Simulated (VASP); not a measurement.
Given:

```
CELL_PARAMETERS angstrom
      0.00000     2.58360     2.58360
      2.69125     0.00000     2.58360
      2.69125     2.58360     0.00000
ATOMIC_POSITIONS crystal
  Zn 0.00000 0.00000 0.00000
  S  0.25000 0.25000 0.25000
```

The numbers are results of r2SCAN meta-GGA, VASP's PBE PAW potentials (set 64) (plane waves; VASP), not measurements. Settings: 480 eV cut-off, 8×8×8 Γ-centred mesh, Gaussian smearing of 0.050 eV, potentials Zn S.

Task: Predict the energy per atom (σ→0), pressure, band gap (on the k-mesh) with the smallest direct gap where there is one.

Result: 
The band gap (on the k-mesh) is 3.06 eV. The smallest direct gap (on the k-mesh) is 3.06 eV, the energy per atom (σ→0) is -9.393 eV/atom and the pressure is 8.03 GPa.

The absolute energy has meaning only against runs of the same code, potentials and settings.

The compound is ZnS in the zinc blende structure. This cell was strained or had an atom moved on purpose.
